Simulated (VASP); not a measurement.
An input for Ansatz (written as the equivalent of a VASP run, and not itself run):

Ansatz 0.2 input:
```yaml
crystal:
  lattice:
    - [3.1500000, 0.0000000, 0.0000000]
    - [0.0000000, 3.1500000, 0.0000000]
    - [0.0000000, 0.0000000, 3.1500000]
  atoms:
    - { symbol: Zn, position: [0.5000000, 0.5000000, 0.5000000] }
    - { symbol: Au, position: [0.0000000, 0.0000000, 0.0000000] }
kpoints:
  mp_grid: { grid: [10, 10, 10] }
hamiltonian:
  xc: pbe
  dispersion: d4
  pseudopotentials: { kind: paw }
scf:
  occupations: { method: methfessel_paxton, width: 0.1 }
  max_iter: 100
relax:
  max_steps: 60
  f_tol: 0.01
  cell: {}
output: { forces: true, stress: true, eigenvalues: true }
```

Question: Translate this input to VASP (INCAR, KPOINTS, POSCAR, choice of POTCAR).

Answer: One answer among several that fit: 
File KPOINTS:
```
Automatic mesh
0
Gamma
10 10 10
0 0 0
```

### POSCAR
```
AuZn
1
    3.1500000000     0.0000000000     0.0000000000
    0.0000000000     3.1500000000     0.0000000000
    0.0000000000     0.0000000000     3.1500000000
Zn Au
1 1
Direct
  0.5000000000   0.5000000000   0.5000000000
  0.0000000000   0.0000000000   0.0000000000
```

### INCAR
```
ALGO = Normal
EDIFF = 1E-6
EDIFFG = -0.01
ENCUT = 520
GGA = PE
IBRION = 2
ISIF = 3
ISMEAR = 1
IVDW = 13
LASPH = .TRUE.
LCHARG = .FALSE.
LMAXMIX = 6
LREAL = .FALSE.
LWAVE = .FALSE.
NELM = 100
NSW = 60
PREC = Accurate
SIGMA = 0.1
SYSTEM = AuZn
```

POTCAR, in this order: Zn Au (PBE.64 set). Program: vasp_std.

What does not carry over: each code has its own PAW files, so the cut-off isn't converted (ENCUT is set for VASP's; basis.ecutwfc is left out, and Ansatz then takes the one that its files recommend); Ansatz stops its SCF on the density residual and VASP on the energy change (EDIFF).

The compound is AuZn in the CsCl type structure. This run relaxes it. Symmetry was kept, so distortions that lower it aren't found.
